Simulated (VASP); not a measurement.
Computed with PBE GGA, VASP's PBE PAW potentials (set 64) (plane waves; VASP).

VASP ran on this input.

### POSCAR
```
PbS
1
    0.0000000000     3.0294000000     3.0294000000
    3.0294000000     0.0000000000     3.0294000000
    3.0294000000     3.0294000000     0.0000000000
Pb S
1 1
Direct
  0.0000000000   0.0000000000   0.0000000000
  0.5000000000   0.5000000000   0.5000000000
```

INCAR:
```
! general
SYSTEM   =  PbS
PREC     =  Accurate
ENCUT    =  400   ! plane-wave cut-off (eV)
LREAL    =  .FALSE.   ! projection in real space or not
LASPH    =  .TRUE.   ! aspherical one-centre terms

! electronic loop
EDIFF    =  1E-6
NELM     =  100
ALGO     =  Normal
LMAXMIX  =  4   ! l cut-off of mixed one-centre charges

! smearing
ISMEAR   =  0   ! Gaussian
SIGMA    =  0.05   ! width (eV)

! functional
GGA      =  PE   ! PBE

! ions
ISIF     =  2   ! forces and stress, cell fixed

! output
LWAVE    =  .FALSE.
LCHARG   =  .FALSE.
```

KPOINTS:
```
Automatic mesh
0
gamma
 6 6 6
```

POTCAR, in this order: Pb_d S (PBE.64 set). Program: vasp_std.

Output

OSZICAR:
```
       N       E                     dE             d eps       ncg     rms          rms(c)
DAV:   1     0.150869970589E+03    0.15087E+03   -0.85360E+03   448   0.122E+03
DAV:   2     0.331237338011E+01   -0.14756E+03   -0.14323E+03   496   0.326E+02
DAV:   3    -0.901601458655E+01   -0.12328E+02   -0.12224E+02   580   0.102E+02
DAV:   4    -0.929598508800E+01   -0.27997E+00   -0.27987E+00   524   0.190E+01
DAV:   5    -0.930635594574E+01   -0.10371E-01   -0.10371E-01   622   0.336E+00    0.421E+00
DAV:   6    -0.875925452371E+01    0.54710E+00   -0.17602E+00   638   0.978E+00    0.299E+00
DAV:   7    -0.876196987468E+01   -0.27154E-02   -0.15425E-01   474   0.219E+00    0.180E+00
DAV:   8    -0.876585510377E+01   -0.38852E-02   -0.18459E-02   484   0.167E+00    0.384E-01
DAV:   9    -0.876521502087E+01    0.64008E-03   -0.38336E-03   668   0.590E-01    0.112E-01
DAV:  10    -0.876548369082E+01   -0.26867E-03   -0.45138E-04   478   0.136E-01    0.698E-02
DAV:  11    -0.876548827399E+01   -0.45832E-05   -0.55708E-05   540   0.912E-02    0.928E-03
DAV:  12    -0.876548962574E+01   -0.13518E-05   -0.37497E-06   526   0.206E-02    0.406E-03
DAV:  13    -0.876548964662E+01   -0.20879E-07   -0.24044E-07   320   0.503E-03
   1 F= -.87654896E+01 E0= -.87654896E+01  d E =-.418392E-12
```

**OUTCAR**
```
------------------------ aborting loop because EDIFF is reached ----------------------------------------
  FORCE on cell =-STRESS in cart. coord.  units (eV):
  Direction    XX          YY          ZZ          XY          YZ          ZX
  --------------------------------------------------------------------------------------
  Total       -0.4589328     -0.4589328     -0.4589328      0.0000000     -0.0000000     -0.0000000
  in kB      -13.2239083    -13.2239083    -13.2239083      0.0000000     -0.0000000     -0.0000000
  external PRESSURE =     -13.2239083 kB  Pullay stress =       0.0000000 kB
  volume of cell :       55.60
      direct lattice vectors                 reciprocal lattice vectors
     0.000000000  3.029400000  3.029400000    -0.165049185  0.165049185  0.165049185
     3.029400000  0.000000000  3.029400000     0.165049185 -0.165049185  0.165049185
     3.029400000  3.029400000  0.000000000     0.165049185  0.165049185 -0.165049185
  FREE ENERGIE OF THE ION-ELECTRON SYSTEM (eV)
  ---------------------------------------------------
  free  energy   TOTEN  =        -8.7654896466 eV

  energy  without entropy=       -8.7654896466  energy(sigma->0) =       -8.76548965
```
(Selected blocks of OUTCAR.)

**OUTCAR**
```
 val. band max:        4.9498120563   @ k =   0.5000   0.0000   0.0000

 cond. band min:       5.5272582942   @ k =   0.5000   0.0000   0.0000


 Fermi energy:         5.1786421030

 k-point     1 :       0.0000    0.0000    0.0000
  band No.  band energies     occupation
      1     -11.7235      2.00000
      2     -11.7235      2.00000
      3     -11.7235      2.00000
      4     -11.7057      2.00000
      5     -11.7057      2.00000
      6      -8.0360      2.00000
      7      -1.1397      2.00000
      8       3.1437      2.00000
      9       3.1437      2.00000
     10       3.1437      2.00000
     11      10.0329      0.00000
     12      10.0329      0.00000
     13      10.0329      0.00000
     14      11.8960      0.00000

 k-point     2 :       0.1667    0.0000    0.0000
  band No.  band energies     occupation
      1     -11.7223      2.00000
      2     -11.7201      2.00000
      3     -11.7201      2.00000
      4     -11.7059      2.00000
      5     -11.7059      2.00000
      6      -7.8263      2.00000
      7      -1.7409      2.00000
      8       3.2086      2.00000
      9       3.2086      2.00000
     10       3.5701      2.00000
     11       8.3908      0.00000
     12       8.9868      0.00000
     13       8.9868      0.00000
     14      11.7858      0.00000

 k-point     3 :       0.3333    0.0000    0.0000
  band No.  band energies     occupation
      1     -11.7273      2.00000
      2     -11.7273      2.00000
      3     -11.7205      2.00000
      4     -11.6923      2.00000
      5     -11.6923      2.00000
      6      -7.3029      2.00000
      7      -2.8756      2.00000
      8       3.3767      2.00000
      9       3.3767      2.00000
     10       4.3295      2.00000
     11       6.5340      0.00000
     12       7.6488      0.00000
     13       7.6488      0.00000
     14      12.4150      0.00000

 k-point     4 :       0.5000    0.0000    0.0000
  band No.  band energies     occupation
...
```

Unless said otherwise, spin-orbit coupling is left out, though it shifts the bands of the heavy elements here.

The compound is PbS in the rock salt structure. The cell was not relaxed at this level.
